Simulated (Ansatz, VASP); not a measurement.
Two plane-wave programs on BaOs

INCAR

```
PREC = Accurate
ENCUT = 600
EDIFF = 1E-6
ISMEAR = 0
SIGMA = 0.1
LREAL = F
LASPH = T
NELM = 60
ALGO = Normal
ISIF = 3
LWAVE = F
LCHARG = F
GGA = PE
IBRION = 2
NSW = 90
EDIFFG = -0.04
```

File KPOINTS:

```
regular mesh
0
Gamma
  6 6 4
```

Contents of POSCAR:

```
BaOs
1.0
    3.5328614900      0.0000000000      0.0000000000
   -1.7664307400      3.0595478000      0.0000000000
    0.0000000000      0.0000000000      5.0769586000
Ba Os
1 1
Direct
    0.3333333300      0.6666666700      0.5000000000
    0.0000000000      0.0000000000      0.0000000000
```

Input for Ansatz:

```yaml
crystal:
  lattice:
    - [3.53286149, 0.0, 0.0]
    - [-1.76643074, 3.0595478, 0.0]
    - [0.0, 0.0, 5.0769586]
  atoms:
    - { symbol: Ba, position: [0.33333333, 0.66666667, 0.5] }
    - { symbol: Os, position: [0.0, 0.0, 0.0] }
basis:
  ecutwfc: 420
kpoints:
  mp_grid: { grid: [6, 6, 4] }
hamiltonian:
  xc: pbe
scf:
  occupations: { method: gaussian, width: 0.1 }
  lower_state_search: "off"
output:
  forces: true
  stress: true
  eigenvalues: true
relax:
  adjacent_minimum: "off"
  f_tol: 0.04
  max_steps: 70
  cell: { stress_tol: 0.4 }
```

Alike in both runs: task relaxation of cell and atoms; functional PBE; k mesh 6 × 6 × 4; occupations gaussian, width 0.1 eV; no spin polarisation.

```csv
,VASP,Ansatz
version,VASP 6.6.1,Ansatz 0.2.0
potentials or method,"VASP PAW PBE potentials, release 64 (Ba_sv, Os)","scalar-relativistic, plane waves, PAW"
plane-wave cutoff (eV),600,420
valence electrons in the cell,18,26
```

```tsv
	VASP	Ansatz	Ansatz less VASP
gap on the k mesh at the Fermi level, each at its own relaxed structure (eV)	none	none	-
relaxed volume (Å³/atom)	23.98	23.07	-0.915
relaxed cell length with the largest relative difference (Å)	3.235	3.186	-0.0490
energy change over the relaxation (meV/atom)	-69	-117	-48.5
```

A gap of «none» marks a metal or a gap that the smearing closes. One of these differences is far larger than is usual between the two programs; its cause wasn't traced. The two sets of potentials don't hold the same shells in valence.

Spin-orbit coupling is left out, which matters for the levels of Ba, Os.
